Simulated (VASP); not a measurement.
# GW on MoS2, part 3 of 5

How does the gap of MoS2 change from the starting functional to GW? The cell has space group P6_3/mmc. The start is a cell from a database of measured crystal structures.

VASP 6.6.1, plane waves and PAW; the level of theory is named at each step.

So far, gap on the k-mesh (eV): step 4 (empty bands, functional LDA) 0.935.

The database entry behind the starting cell differs from later determinations by our own check (about 0.3 % long), so it need not match the best structure at ambient conditions.

## (5) evGW0

This step: evGW0 on LDA, no spin polarisation; plane waves and PAW (Mo_sv_GW, S_GW) (VASP 6.6.1).

The lowest NBANDSGW levels in G are updated for four passes while W stays fixed, so the result depends less on the starting levels.

The input, INCAR:

```
SYSTEM = MoS2
PREC = Accurate
ENCUT = 370
ISMEAR = 0
SIGMA = 0.01
LREAL = .FALSE.
GGA = CA
NBANDS = 448
LASPH = .TRUE.
ALGO = EVGW0
NELMGW = 4
ENCUTGW = 150
NOMEGA = 48
PRECFOCK = Fast
NBANDSGW = 36
LWAVE = .FALSE.
LCHARG = .FALSE.
```

The input, POSCAR:

```
MoS2
1.0
    3.1690000000      0.0000000000      0.0000000000
   -1.5845000000      2.7444345046      0.0000000000
    0.0000000000      0.0000000000     12.3240000000
Mo S
2 4
Direct
    0.3333333333      0.6666666667      0.2500000000
    0.6666666667      0.3333333333      0.7500000000
    0.3333333333      0.6666666667      0.6247813319
    0.6666666667      0.3333333333      0.1247813319
    0.3333333333      0.6666666667      0.8752186681
    0.6666666667      0.3333333333      0.3752186681
```

The input, KPOINTS:

```
Automatic mesh
0
Gamma
3 3 1
0 0 0
```

Potentials, in the order of the species: Mo_sv_GW and S_GW (LDA family, release 64).

Command:

```
> mpirun -np 4 vasp_std
```

The program printed:

```text
[banner, memory and clock lines left out]
running    4 mpi-ranks, on    1 nodes
 distrk:  each k-point on    4 cores,    1 groups
 distr:  one band on    1 cores,    4 groups

 POSCAR found type information on POSCAR MoS
 POSCAR found :  2 types and       6 ions
|                                                                             |
|           W    W    AA    RRRRR   N    N  II  N    N   GGGG   !!!           |
|           W    W   A  A   R    R  NN   N  II  NN   N  G    G  !!!           |
|           W    W  A    A  R    R  N N  N  II  N N  N  G       !!!           |
|           W WW W  AAAAAA  RRRRR   N  N N  II  N  N N  G  GGG   !            |
|           WW  WW  A    A  R   R   N   NN  II  N   NN  G    G                |
|           W    W  A    A  R    R  N    N  II  N    N   GGGG   !!!           |
|                                                                             |
|     The default for ENCUTGWSOFT is different in this version of VASP.       |
|     please manually set ENCUTGWSOFT =150 in the INCAR file.                 |
|                                                                             |

 LDA part: xc-table for (Slater(with rela. corr.)+CA(PZ))
 , standard interpolation
 found WAVECAR, reading the header
 POSCAR, INCAR and KPOINTS ok, starting setup
 FFT: planning ... GRIDC
 FFT: planning ... GRID_SOFT
 FFT: planning ... GRID
 reading WAVECAR
 the WAVECAR file was read successfully
 initial charge from wavefunction
 available memory per node:     92.02 GB, setting MAXMEM to     94225

 The Fermi energy was updated, please check that it is located mid-gap
 values below the HOMO (VB) or above the LUMO (CB) will cause erroneous energies
 E-fermi :   7.7928

 calculate exact exchange contribution
 the WAVEDER file was read successfully
|                                                                             |
|           W    W    AA    RRRRR   N    N  II  N    N   GGGG   !!!           |
|           W    W   A  A   R    R  NN   N  II  NN   N  G    G  !!!           |
|           W    W  A    A  R    R  N N  N  II  N N  N  G       !!!           |
|           W WW W  AAAAAA  RRRRR   N  N N  II  N  N N  G  GGG   !            |
|           WW  WW  A    A  R   R   N   NN  II  N   NN  G    G                |
|           W    W  A    A  R    R  N    N  II  N    N   GGGG   !!!           |
|                                                                             |
|     Automatic setting of frequency mesh for GW failed. Frequency mesh       |
|     properly not suitable for determining QP energies. Consider             |
|     increasing number of kpoints.                                           |
|                                                                             |

energies w=
    0.000    0.000    0.920    0.000    1.837    0.000    2.746    0.000
    3.644    0.000    4.529    0.000    5.400    0.000    6.254    0.000
    7.093    0.000    7.916    0.000    8.724    0.000    9.519    0.000
   10.303    0.000   11.078    0.000   11.846    0.000   12.610    0.000
   13.373    0.000   14.139    0.000   14.910    0.000   15.691    0.000
   16.486    0.000   17.298    0.000   18.134    0.000   18.999    0.000
   19.898    0.000   20.839    0.000   21.832    0.000   22.884    0.000
   24.009    0.000   25.221    0.000   26.538    0.000   27.978    0.000
   29.571    0.000   31.351    0.000   33.360    0.000   35.655    0.000
   38.312    0.000   41.437    0.000   45.173    0.000   49.730    0.000
   55.423    0.000   62.742    0.000   72.499    0.000   86.146    0.000
  106.547    0.000  140.265    0.000  206.362    0.000  393.279    0.000
 responsefunction array rank=     468
 LDA part: xc-table for (Slater(with rela. corr.)+CA(PZ))
 , standard interpolation

 min. memory requirement per mpi rank    312.7 MB, per node   1250.7 MB

 allocating  12 responsefunctions rank=   468
 shmem allocating  48 responsefunctions rank=   468
 response function shared by NCSHMEM nodes    1
 Doing           12  frequencies on each core in blocks of           48
NQ=   1    0.0000    0.0000    0.0000,
|.........|.........|.........|.........|.........|.........|.........|.........
 performed        294000 updates of chi_q(r,r)
 total number of BLAS operations        504.65 Gflops
NQ=   2    0.3333   -0.0000    0.0000,
|.........|.........|.........|.........|.........|.........|.........|.........
 performed        781000 updates of chi_q(r,r)
 total number of BLAS operations       1287.88 Gflops
NQ=   3    0.3333    0.3333    0.0000,
|.........|.........|.........|.........|.........|.........|.........|.........
 performed       1139000 updates of chi_q(r,r)
 total number of BLAS operations       1908.49 Gflops
 resolving degeneracies of screened two electron integrals

 calculate QP shifts <psi_nk| G(iteration)W_0 |psi_nk>: iteration 1
 allocating  12 responsefunctions rank=   468
 shmem allocating  48 responsefunctions rank=   468
 response function shared by NCSHMEM nodes    1
 Doing           12  frequencies on each core in blocks of           48
NQ=   1    0.0000    0.0000    0.0000,
|.........|.........|.........|.........|.........|.........|.........|.........
 performed        294000 updates of chi_q(r,r)
 total number of BLAS operations        504.65 Gflops
NQ=   2    0.3333   -0.0000    0.0000,
|.........|.........|.........|.........|.........|.........|.........|.........
 performed        781000 updates of chi_q(r,r)
 total number of BLAS operations       1287.88 Gflops
NQ=   3    0.3333    0.3333    0.0000,
|.........|.........|.........|.........|.........|.........|.........|.........
 performed       1139000 updates of chi_q(r,r)
 total number of BLAS operations       1908.49 Gflops
 resolving degeneracies of screened two electron integrals

 calculate QP shifts <psi_nk| G(iteration)W_0 |psi_nk>: iteration 2
 allocating  12 responsefunctions rank=   468
 shmem allocating  48 responsefunctions rank=   468
 response function shared by NCSHMEM nodes    1
 Doing           12  frequencies on each core in blocks of           48
NQ=   1    0.0000    0.0000    0.0000,
|.........|.........|.........|.........|.........|.........|.........|.........
 performed        294000 updates of chi_q(r,r)
 total number of BLAS operations        504.65 Gflops
NQ=   2    0.3333   -0.0000    0.0000,
|.........|.........|.........|.........|.........|.........|.........|.........
 performed        781000 updates of chi_q(r,r)
 total number of BLAS operations       1287.88 Gflops
NQ=   3    0.3333    0.3333    0.0000,
|.........|.........|.........|.........|.........|.........|.........|.........
 performed       1139000 updates of chi_q(r,r)
 total number of BLAS operations       1908.49 Gflops
 resolving degeneracies of screened two electron integrals

 calculate QP shifts <psi_nk| G(iteration)W_0 |psi_nk>: iteration 3
 allocating  12 responsefunctions rank=   468
 shmem allocating  48 responsefunctions rank=   468
 response function shared by NCSHMEM nodes    1
 Doing           12  frequencies on each core in blocks of           48
NQ=   1    0.0000    0.0000    0.0000,
|.........|.........|.........|.........|.........|.........|.........|.........
 performed        294000 updates of chi_q(r,r)
 total number of BLAS operations        504.65 Gflops
NQ=   2    0.3333   -0.0000    0.0000,
|.........|.........|.........|.........|.........|.........|.........|.........
 performed        781000 updates of chi_q(r,r)
 total number of BLAS operations       1287.88 Gflops
NQ=   3    0.3333    0.3333    0.0000,
|.........|.........|.........|.........|.........|.........|.........|.........
 performed       1139000 updates of chi_q(r,r)
 total number of BLAS operations       1908.49 Gflops
 resolving degeneracies of screened two electron integrals

 calculate QP shifts <psi_nk| G(iteration)W_0 |psi_nk>: iteration 4
 entering main loop
```

Wall time 4.5 min (4 MPI ranks of Intel Xeon 6975P-C (Granite Rapids), shared host); peak memory 1.5 GiB.

Parts of OUTCAR (step 5):

```text
   k-points           NKPTS =      3   k-points in BZ     NKDIM =      9   number of bands    NBANDS=    448

   NELECT =      52.0000    total number of electrons

 E-fermi :   7.7928

 QP shifts <psi_nk| G(iteration)W_0 |psi_nk>: iteration 1
 for sc-GW calculations column KS-energies equals QP-energies in previous step
 and V_xc(KS)=  KS-energies - (<T + V_ion + V_H > + <T+V_H+V_ion>^1  + <V_x>^1)
 k-point   1 :       0.0000    0.0000    0.0000
  band No.  KS-energies  QP-energies   sigma(KS)   V_xc(KS)     V^pw_x(r,r')   Z            occupation Imag(sigma)
    ...
     23       5.0384       4.8941     -16.4401     -16.2482     -18.0580       0.7519       2.0000       0.2665
     24       6.0877       5.6513     -14.4783     -13.9018     -16.4516       0.7571       2.0000       0.2632
     25       6.1403       6.1172     -15.4217     -15.3910     -16.3228       0.7538       2.0000       0.2090
     26       7.3252       7.3119     -16.4096     -16.3919     -17.0296       0.7513       2.0000       0.1530
     27       9.3595      10.0056     -14.9286     -15.7812     -10.6259       0.7579       0.0000      -0.2838
     28       9.3595      10.0056     -14.9286     -15.7812     -10.6259       0.7579       0.0000      -0.2838
     29       9.3799      10.0175     -14.8428     -15.6841     -10.5425       0.7579       0.0000      -0.2841
     30       9.3799      10.0175     -14.8428     -15.6841     -10.5425       0.7579       0.0000      -0.2841
    ...

 k-point   2 :       0.3333   -0.0000    0.0000
  band No.  KS-energies  QP-energies   sigma(KS)   V_xc(KS)     V^pw_x(r,r')   Z            occupation Imag(sigma)
    ...
     23       5.2271       4.9518     -15.4874     -15.1217     -17.3673       0.7526       2.0000       0.2819
     24       5.2618       4.8534     -14.6607     -14.1166     -16.7742       0.7505       2.0000       0.2979
     25       5.4668       5.3788     -15.1962     -15.0798     -16.4646       0.7565       2.0000       0.2495
     26       5.7232       5.6593     -15.5914     -15.5068     -16.7803       0.7549       2.0000       0.2349
     27       8.6816       9.3373     -15.3095     -16.1791     -11.0626       0.7541       0.0000      -0.2838
     28       8.8123       9.5381     -16.1806     -17.1495     -11.9251       0.7491       0.0000      -0.2834
     29       8.9633       9.6881     -16.2780     -17.2477     -11.9685       0.7475       0.0000      -0.2939
     30       9.4172      10.1033     -16.0117     -16.9266     -11.5592       0.7499       0.0000      -0.3342
    ...

 QP shifts <psi_nk| G(iteration)W_0 |psi_nk>: iteration 2
 k-point   1 :       0.0000    0.0000    0.0000
  band No. old QP-enery  QP-energies   sigma(KS)   T+V_ion+V_H  V^pw_x(r,r')   Z            occupation Imag(sigma)
    ...
     23       4.8941       4.8724     -16.4212      21.2866     -18.0580       0.7555       2.0000       0.2667
     24       5.6513       5.5854     -14.4250      19.9895     -16.4516       0.7593       2.0000       0.2712
     25       6.1172       6.1288     -15.3989      21.5314     -16.3228       0.7594       2.0000       0.2137
     26       7.3119       7.3276     -16.3844      23.7171     -17.0296       0.7560       2.0000       0.1618
     27      10.0056      10.0973     -15.0147      25.1407     -10.6259       0.7615       0.0000      -0.2914
     28      10.0056      10.0973     -15.0147      25.1407     -10.6259       0.7615       0.0000      -0.2914
     29      10.0175      10.1085     -14.9270      25.0640     -10.5425       0.7613       0.0000      -0.2913
     30      10.0175      10.1085     -14.9270      25.0640     -10.5425       0.7613       0.0000      -0.2913
    ...

 QP shifts <psi_nk| G(iteration)W_0 |psi_nk>: iteration 3
 k-point   1 :       0.0000    0.0000    0.0000
  band No. old QP-enery  QP-energies   sigma(KS)   T+V_ion+V_H  V^pw_x(r,r')   Z            occupation Imag(sigma)
    ...
     23       4.8724       4.8680     -16.4200      21.2866     -18.0580       0.7558       2.0000       0.2667
     24       5.5854       5.5744     -14.4186      19.9895     -16.4516       0.7596       2.0000       0.2723
     25       6.1288       6.1314     -15.3991      21.5314     -16.3228       0.7599       2.0000       0.2139
     26       7.3276       7.3306     -16.3855      23.7171     -17.0296       0.7562       2.0000       0.1622
     27      10.0973      10.1100     -15.0267      25.1407     -10.6259       0.7615       0.0000      -0.2926
     28      10.0973      10.1100     -15.0267      25.1407     -10.6259       0.7615       0.0000      -0.2926
     29      10.1085      10.1212     -14.9389      25.0640     -10.5425       0.7614       0.0000      -0.2924
     30      10.1085      10.1212     -14.9389      25.0640     -10.5425       0.7614       0.0000      -0.2924
    ...

 QP shifts <psi_nk| G(iteration)W_0 |psi_nk>: iteration 4
 k-point   1 :       0.0000    0.0000    0.0000
  band No. old QP-enery  QP-energies   sigma(KS)   T+V_ion+V_H  V^pw_x(r,r')   Z            occupation Imag(sigma)
    ...
     23       4.8680       4.8670     -16.4200      21.2866     -18.0580       0.7559       2.0000       0.2667
     24       5.5744       5.5724     -14.4178      19.9895     -16.4516       0.7597       2.0000       0.2724
     25       6.1314       6.1317     -15.3996      21.5314     -16.3228       0.7599       2.0000       0.2139
     26       7.3306       7.3309     -16.3861      23.7171     -17.0296       0.7562       2.0000       0.1623
     27      10.1100      10.1117     -15.0285      25.1407     -10.6259       0.7615       0.0000      -0.2928
     28      10.1100      10.1117     -15.0285      25.1407     -10.6259       0.7615       0.0000      -0.2928
     29      10.1212      10.1228     -14.9407      25.0640     -10.5425       0.7614       0.0000      -0.2926
     30      10.1212      10.1228     -14.9407      25.0640     -10.5425       0.7614       0.0000      -0.2926
    ...

[... 8 parts as in an earlier step ...]

[... 8 further parts left out ...]
```

This step gave:

```yaml
quasiparticle_gap_on_the_mesh: 1.787 eV
smallest_direct_quasiparticle_gap_on_the_mesh: 2.377 eV
gap_of_the_starting_orbitals_on_the_mesh: 0.9352 eV
```

QP gap by iteration, by row:

```
iteration  gap (eV)  direct gap (eV)
        1     1.685            2.282
        2     1.774            2.365
        3     1.786            2.375
        4     1.787            2.377
```

GW takes the gap from 0.935 to 1.787 eV. The mesh misses a band edge: at the starting level the path gave a gap 0.09 eV smaller. Spin-orbit coupling is left out. The value holds for 448 bands, ENCUTGW = 150 eV and this mesh, and isn't shown to be converged in them. VASP warns that the automatic setting of its frequency mesh failed and advises more k points, so the value is in doubt.

(Continued in part 4 of 5.)

[Lines on the potential files, build, host, timing and source positions are cut from VASP's logs without a mark.]

[Logs are printed without paths, hosts, clocks, repeated set-up lines and the standing remarks that a program may print on its own settings, such as how far it seeks lower states.]

[Hosts, paths, dates, database ids (printed as entryN), source tags and the programs' standing remarks are cut or masked in the printed files.]

[Pressures printed for these runs are not shown converged in the cutoff: they can be off by several GPa and have the wrong sign.]
